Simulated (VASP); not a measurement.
Level of theory: revTPSS meta-GGA, VASP's PBE PAW potentials (set 64) (plane waves; VASP).

VASP input:

### POSCAR
```
SiC
1
    1.5385284524    -2.6648092055     0.0000000000
    1.5385284524     2.6648092055     0.0000000000
    0.0000000000     0.0000000000     5.0519806083
Si C
2 2
Direct
  0.6666670000   0.3333330000   0.4996384767
  0.3333330000   0.6666670000   0.9996384767
  0.6666670000   0.3333330000   0.8753615233
  0.3333330000   0.6666670000   0.3753615233
```

File KPOINTS:
```
Automatic mesh
0
Gamma
8 8 4
0 0 0
```

**INCAR**
```
! general
SYSTEM  = SiC
PREC    = Accurate
ENCUT   = 520
LREAL   = .False.
LASPH   = .True.

! electronic loop
EDIFF   = 1E-6
NELM    = 100
ALGO    = Normal
LMIXTAU = .True.

! smearing
ISMEAR  = 0
SIGMA   = 0.05

! functional
METAGGA = RTPSS

! ions
IBRION  = 2
NSW     = 60
ISIF    = 3
EDIFFG  = -0.02

! output
LWAVE   = .False.
LCHARG  = .False.
```

POTCAR, in this order: Si C (PBE.64 set). Program: vasp_std.

The run wrote:

OSZICAR:
```
       N       E                     dE             d eps       ncg     rms          rms(c)
DAV:   1     0.393247118636E+02    0.39325E+02   -0.78384E+03   720   0.131E+03
DAV:   2    -0.357320489690E+02   -0.75057E+02   -0.68319E+02  1024   0.245E+02
DAV:   3    -0.394003092465E+02   -0.36683E+01   -0.36425E+01   948   0.511E+01
DAV:   4    -0.394573565675E+02   -0.57047E-01   -0.56982E-01   868   0.814E+00
DAV:   5    -0.394586928267E+02   -0.13363E-02   -0.13357E-02   916   0.104E+00    0.144E+01
DAV:   6    -0.340112731850E+02    0.54474E+01   -0.97579E+00   720   0.402E+01    0.744E+00
DAV:   7    -0.348085426192E+02   -0.79727E+00   -0.84230E+00   760   0.215E+01    0.295E+00
DAV:   8    -0.353503479696E+02   -0.54181E+00   -0.97410E-01   808   0.806E+00    0.183E+00
DAV:   9    -0.353076797202E+02    0.42668E-01   -0.14553E-01   856   0.353E+00    0.404E-01
DAV:  10    -0.353424723278E+02   -0.34793E-01   -0.87102E-02   764   0.319E+00    0.214E-01
DAV:  11    -0.353795950823E+02   -0.37123E-01   -0.38782E-02   768   0.196E+00    0.119E-01
DAV:  12    -0.353765100677E+02    0.30850E-02   -0.23666E-03   872   0.465E-01    0.134E-01
DAV:  13    -0.353819952793E+02   -0.54852E-02   -0.51877E-03   772   0.617E-01    0.194E-02
DAV:  14    -0.353820662641E+02   -0.70985E-04   -0.21565E-04   840   0.147E-01    0.133E-02
DAV:  15    -0.353820597510E+02    0.65131E-05   -0.77634E-06   868   0.401E-02    0.109E-02
DAV:  16    -0.353820801131E+02   -0.20362E-04   -0.10657E-05   828   0.318E-02    0.177E-03
DAV:  17    -0.353820806888E+02   -0.57572E-06   -0.36333E-07   476   0.762E-03
   1 F= -.35382081E+02 E0= -.35382081E+02  d E =-.353821E+02
       N       E                     dE             d eps       ncg     rms          rms(c)
DAV:   1    -0.353820008350E+02    0.79278E-04   -0.37419E-03   820   0.564E-01    0.793E-02
DAV:   2    -0.353821016096E+02   -0.10077E-03   -0.73211E-05   868   0.808E-02    0.451E-02
DAV:   3    -0.353820804574E+02    0.21152E-04   -0.11468E-04   868   0.771E-02    0.166E-02
DAV:   4    -0.353820838693E+02   -0.34119E-05   -0.10218E-05   840   0.289E-02    0.937E-03
DAV:   5    -0.353820787186E+02    0.51508E-05   -0.24592E-06   728   0.145E-02    0.799E-03
DAV:   6    -0.353820833374E+02   -0.46188E-05   -0.33909E-06   764   0.182E-02    0.486E-03
DAV:   7    -0.353820835441E+02   -0.20672E-06   -0.82520E-07   396   0.774E-03
   2 F= -.35382084E+02 E0= -.35382084E+02  d E =-.285529E-05
       N       E                     dE             d eps       ncg     rms          rms(c)
DAV:   1    -0.353821318964E+02   -0.48559E-04   -0.88062E-04   812   0.272E-01    0.381E-02
DAV:   2    -0.353821486900E+02   -0.16794E-04   -0.17460E-05   868   0.392E-02    0.217E-02
DAV:   3    -0.353821405981E+02    0.80919E-05   -0.24508E-05   852   0.364E-02    0.775E-03
DAV:   4    -0.353821440506E+02   -0.34525E-05   -0.21219E-06   568   0.144E-02    0.446E-03
DAV:   5    -0.353821398870E+02    0.41636E-05   -0.16463E-06   452   0.118E-02    0.328E-03
DAV:   6    -0.353821430992E+02   -0.32121E-05   -0.90263E-07   384   0.987E-03    0.269E-03
DAV:   7    -0.353821429193E+02    0.17981E-06   -0.12574E-07   376   0.290E-03
   3 F= -.35382143E+02 E0= -.35382143E+02  d E =-.622305E-04
```

File OUTCAR:
```
------------------------ aborting loop because EDIFF is reached ----------------------------------------
  FORCE on cell =-STRESS in cart. coord.  units (eV):
  Direction    XX          YY          ZZ          XY          YZ          ZX
  --------------------------------------------------------------------------------------
  Total        0.0056524      0.0056524      0.0024609      0.0000000      0.0000000      0.0000000
  in kB        0.2189344      0.2189344      0.0953196      0.0000000      0.0000000      0.0000000
  external PRESSURE =       0.1777295 kB  Pullay stress =       0.0000000 kB
  volume of cell :       41.36
      direct lattice vectors                 reciprocal lattice vectors
     1.537883224 -2.663691637  0.000000000     0.325122215 -0.187709415  0.000000000
     1.537883224  2.663691637  0.000000000     0.325122215  0.187709415  0.000000000
    -0.000000000  0.000000000  5.048810917     0.000000000  0.000000000  0.198066439
  FREE ENERGIE OF THE ION-ELECTRON SYSTEM (eV)
  ---------------------------------------------------
  free  energy   TOTEN  =       -35.3821429193 eV

  energy  without entropy=      -35.3821429193  energy(sigma->0) =      -35.38214292

 reached required accuracy - stopping structural energy minimisation
```
(Selected blocks of OUTCAR.)

### CONTCAR
```
SiC
   1.00000000000000
     1.5378832238242459   -2.6636916371299604    0.0000000000000000
     1.5378832238242459    2.6636916371299604    0.0000000000000000
    -0.0000000000000000    0.0000000000000000    5.0488109170183595
  Si              C
     2     2
Direct
     0.6666669999999968    0.3333330000000032    0.4996457152075429
     0.3333330000000032    0.6666669999999968    0.9996457152075430
     0.6666669999999968    0.3333330000000032    0.8753542847924570
     0.3333330000000032    0.6666669999999968    0.3753542847924571
```

The compound is SiC in the wurtzite structure, the rare 2H polytype. This run relaxes it. Symmetry was kept, so distortions that lower it aren't found. The start is the result of an earlier pass.
